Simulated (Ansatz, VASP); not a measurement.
This is a calculation of CuSn3 for VASP 6.6.1.

Contents of INCAR:

```
PREC = Accurate ; ENCUT = 520
EDIFF = 1E-6 ; ISMEAR = -1
SIGMA = 0.05 ; LREAL = False
LASPH = True ; NELM = 60
ALGO = Fast ; ISIF = 2
LWAVE = False ; LCHARG = True
GGA = PS ; LELF = True
LVHAR = True ; NBANDS = 34
```

Contents of KPOINTS:

```
Automatic mesh
0
Gamma
  8 8 8
```

File POSCAR:

```
CuSn3
1.0
   -2.2096303296      2.2096303296      4.8048756061
    2.2096303296     -2.2096303296      4.8048756061
    2.2096303296      2.2096303296     -4.8048756061
Sn Cu
3 1
Direct
    0.5000000000      0.5000000000      0.0000000000
    0.2500000000      0.7500000000      0.5000000000
    0.7500000000      0.2500000000      0.5000000000
    0.0000000000      0.0000000000      0.0000000000
```

Potentials or basis: VASP PAW PBE potentials, release 64 (Sn_d, Cu).

Launch:

```sh
$ cat potpaw_PBE.64/Sn_d/POTCAR potpaw_PBE.64/Cu/POTCAR > POTCAR
$ mpirun -np 1 vasp_std > vasp.out
```

Question: Translate it to Ansatz 0.2.0. Potentials there: all-electron LAPW, scalar-relativistic.

Answer: As run (the cutoff follows the program's own potentials):

File input.yaml:

```yaml
crystal:
  lattice:
    - [-2.2096303296, 2.2096303296, 4.8048756061]
    - [2.2096303296, -2.2096303296, 4.8048756061]
    - [2.2096303296, 2.2096303296, -4.8048756061]
  atoms:
    - { symbol: Sn, position: [0.5, 0.5, 0.0] }
    - { symbol: Sn, position: [0.25, 0.75, 0.5] }
    - { symbol: Sn, position: [0.75, 0.25, 0.5] }
    - { symbol: Cu, position: [0.0, 0.0, 0.0] }
kpoints:
  mp_grid: { grid: [8, 8, 8] }
scf:
  occupations: { method: fermi_dirac, width: 0.05 }
hamiltonian:
  xc: pbesol
  pseudopotentials: { kind: all_electron, lapw: { basis_error: 0.001 } }
output:
  forces: true
  stress: true
  eigenvalues: true
```

Potentials or basis: all-electron LAPW, scalar-relativistic.

Launch:

```bash
$ ansatz run input.yaml --threads 2 --pin off --max-ram 8192MiB --backend cpu --events-out ev --progress --plain --runs-dir out
```

Both were run:

|  | VASP | Ansatz | Ansatz less VASP |
| --- | --- | --- | --- |
| gap on the k mesh at the Fermi level (eV) | none | none | - |
| pressure (GPa) | -2.3 | -2.1 | +0.12 |
| largest component of the traceless stress (GPa) | 0.15 | 0.16 | +0.009 |

A gap of «none» marks a metal or a gap that the smearing closes. Ansatz ran all-electron here, so the differences hold the error of VASP's frozen core and of both bases.

Caveats: the PAW data sets were made with another functional, which shifts forces and pressure a little (VASP).
